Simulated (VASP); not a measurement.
```
CELL_PARAMETERS angstrom
      0.00000     1.75886     1.75886
      1.75886     0.00000     1.75886
      1.75886     1.75886     0.00000
ATOMIC_POSITIONS crystal
  Ni 0.00000 0.00000 0.00000
```
Starting moments (μB, in the order of the record's atoms Ni): 0.6.

Computed with PW91 GGA, VASP's PBE PAW potentials (set 64) (plane waves; VASP). Settings: 520 eV cut-off, Gaussian smearing of 0.050 eV, potentials Ni.

Task: Estimate the cell moment, band gap (along the path) with the smallest direct gap where there is one.

Result: 
The band gap (along the path) is none (metal, semimetal or under 0.01 eV) and the cell moment is 0.60 μB.

Only differences to runs with the same potentials and settings are physical.

The compound is Ni in the fcc structure. It was relaxed first.
